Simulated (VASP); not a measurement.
VASP input:

File KPOINTS:
```
Automatic mesh
0
Gamma
13 13 13
0 0 0
```

### INCAR
```
# general
SYSTEM  = VN
PREC    = Accurate
ENCUT   = 520   # plane-wave cut-off (eV)
LREAL   = .False.   # projection in real space or not
LASPH   = .True.

# electronic loop
EDIFF   = 1E-6   # SCF stop (eV)
NELM    = 100   # most electronic steps
ALGO    = Normal   # blocked Davidson
LMAXMIX = 4   # l cut-off of mixed one-centre charges

# smearing
ISMEAR  = 1   # Methfessel-Paxton
SIGMA   = 0.1

# functional
GGA     = PE

# ions
ISIF    = 2

# output
LWAVE   = .False.
LCHARG  = .False.
```

### POSCAR
```
VN
1
    0.0000000000     2.1114000000     2.1114000000
    2.1114000000     0.0000000000     2.1114000000
    2.1114000000     2.1114000000     0.0000000000
V N
1 1
Direct
  0.0000000000   0.0000000000   0.0000000000
  0.5000000000   0.5000000000   0.5000000000
```

POTCAR, in this order: V_sv N (PBE.64 set). Program: vasp_std.

Task: Translate this PBE calculation to Ansatz.

Result: One equivalent input (not run):
Ansatz 0.2 input:
```yaml
crystal:
  lattice:
    - [0.0000000, 2.1114000, 2.1114000]
    - [2.1114000, 0.0000000, 2.1114000]
    - [2.1114000, 2.1114000, 0.0000000]
  atoms:
    - { symbol: V, position: [0.0000000, 0.0000000, 0.0000000] }
    - { symbol: N, position: [0.5000000, 0.5000000, 0.5000000] }
kpoints:
  mp_grid: { grid: [13, 13, 13] }
hamiltonian:
  xc: pbe
  pseudopotentials: { kind: paw }
scf:
  occupations: { method: methfessel_paxton, width: 0.1 }
  max_iter: 100
output: { forces: true, stress: true, eigenvalues: true }
```
The two are equivalent in intent, not identical: each code has its own PAW files, so the cut-off isn't converted (ENCUT is set for VASP's; basis.ecutwfc is left out, and Ansatz then takes the one that its files recommend); Ansatz stops its SCF on the density residual and VASP on the energy change (EDIFF).

The compound is VN in the rock salt structure, which distorts at low temperature. The cell was not relaxed at this level.
